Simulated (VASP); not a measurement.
```
CELL_PARAMETERS angstrom
      3.99250     0.00000     0.00000
      0.00000     3.99250     0.00000
      0.00000     0.00000     3.99250
ATOMIC_POSITIONS crystal
  Ce 0.00000 0.00000 0.00000
  Rh 0.50000 0.00000 0.50000
  Rh 0.00000 0.50000 0.50000
  Rh 0.50000 0.50000 0.00000
```

Level of theory: PBEsol GGA, VASP's PBE PAW potentials (set 64) (plane waves; VASP). Numerical set-up: 400 eV cut-off, Gaussian smearing of 0.050 eV, potentials Ce Rh_pv.

**Question.** Give the energies of bands 20 to 33 at the high-symmetry points, in eV from the Fermi level.

**Answer.** 
| band | Γ | X | M | R |
|---|---|---|---|---|
| 20 | -4.43 | -2.72 | -2.57 | -2.74 |
| 21 | -2.11 | -2.72 | -2.52 | -2.02 |
| 22 | -2.11 | -2.54 | -2.02 | -2.02 |
| 23 | -2.11 | -2.54 | -2.02 | -2.02 |
| 24 | -0.40 | -1.59 | -1.84 | -1.71 |
| 25 | -0.40 | -1.38 | -1.73 | -1.71 |
| 26 | 0.37 | -1.38 | -1.63 | -0.23 |
| 27 | 0.81 | -1.11 | -1.36 | 0.46 |
| 28 | 0.81 | -0.67 | -1.36 | 0.46 |
| 29 | 0.81 | -0.30 | -0.86 | 0.46 |
| 30 | 0.83 | 0.85 | -0.71 | 0.78 |
| 31 | 0.83 | 1.15 | 1.05 | 0.78 |
| 32 | 0.83 | 1.15 | 1.05 | 0.78 |
| 33 | 0.85 | 1.19 | 1.16 | 0.96 |

It has no gap at this level: it comes out as a metal or semimetal.

The structure comes from a computed database's CeRh3 entry (Pm-3m); how it stands against other phases isn't given here. It was relaxed first. The run is not spin-polarised, so no magnetic state was tried. The electron count is odd and the run is not spin-polarised, which forces a metal.
